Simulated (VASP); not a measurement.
Energy against volume of CoGa (CsCl type). These are SCAN meta-GGA, VASP's PBE PAW potentials (set 64) (plane waves; VASP) values and carry that method's errors. Run with 520 eV cut-off, 13×13×13 Γ-centred mesh, first-order Methfessel-Paxton smearing of 0.10 eV, potentials Ga_d Co.

| V (Å³/atom) | E (eV/atom) |
|---|---|
| 11.024 | -16.99746 |
| 11.365 | -17.00314 |
| 11.706 | -16.99483 |
| 12.047 | -16.97394 |

Problem. Fit these four points and predict the energy of the run at 10.683 Å³/atom.

Solution. A cubic in V^(−2/3), the third-order Birch-Murnaghan form, passes through the four points with V0 = 11.33 Å³/atom and B0 = 221 GPa, and gives -16.9763 eV/atom there. The run gave -16.9754 eV/atom, +0.9 meV/atom from the fit; all five points give B0 = 225 GPa.

The compound is CoGa in the CsCl type structure. It was relaxed first, which changed the volume by -5 %. The run is not spin-polarised, so no magnetic state was tried.
